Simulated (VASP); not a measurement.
Given:

```yaml
crystal:
  lattice:
    - [3.47418, 0.00000, 0.00000]
    - [-1.73709, 3.00873, 0.00000]
    - [0.00000, 0.00000, 17.45403]
  atoms:
    - { symbol: Te, position: [0.33333, 0.66667, 0.89657] }
    - { symbol: Te, position: [0.33333, 0.66667, 0.10343] }
    - { symbol: W, position: [0.00000, 0.00000, 0.00000] }
```

All values below come from LDA (Ceperley-Alder, Perdew-Zunger), VASP's LDA PAW potentials (set 64) (plane waves; VASP). Settings: 400 eV cut-off, 8×8×2 Γ-centred mesh, tetrahedra with Blöchl corrections, potentials Te W_sv.

The cell holds a wide vacuum, so values per volume refer to the whole cell. The cores are frozen, which limits the accuracy of field gradients.

Task: Give the principal components of the electric field gradient (V/Å²) and the asymmetry η at each nucleus.

Result: 
```csv
atom,Vxx,Vyy,Vzz,η
Te1,86.4,86.4,-172.7,0.00
Te2,86.4,86.4,-172.7,0.00
W3,84.4,84.4,-168.9,0.00
```

The cell is a sheet with vacuum, built from a database entry that may be metastable or hypothetical.
